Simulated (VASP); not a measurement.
Here is the system:

```
InPd
1.0
    3.21717     0.00000     0.00000
    0.00000     3.21717     0.00000
    0.00000     0.00000     3.21717
In Pd
1 1
Direct
  0.50000   0.50000   0.50000
  0.00000   0.00000   0.00000
```

Level of theory: MS2 meta-GGA, VASP's PBE PAW potentials (set 64) (plane waves; VASP 6.6.1). Settings: 520 eV cut-off, 11×11×11 Γ-centred mesh, first-order Methfessel-Paxton smearing of 0.10 eV, potentials In_d Pd.

Unless said otherwise, spin-orbit coupling is left out, though it shifts the bands of the heavy elements here.

Problem. Predict the energy per atom (σ→0), pressure, band gap (on the k-mesh) with the smallest direct gap where there is one.

Solution. 
```yaml
band gap (on the k-mesh): none (metal, semimetal or under 0.01 eV)
energy per atom (σ→0): -1.774 eV/atom
pressure: 4.42 GPa
```

The absolute energy has meaning only against runs of the same code, potentials and settings.

The compound is PdIn in the CsCl type structure. This cell is one point of a volume scan, at 0.97 of the reference volume. The electron count is odd and the run is not spin-polarised, which forces a metal.
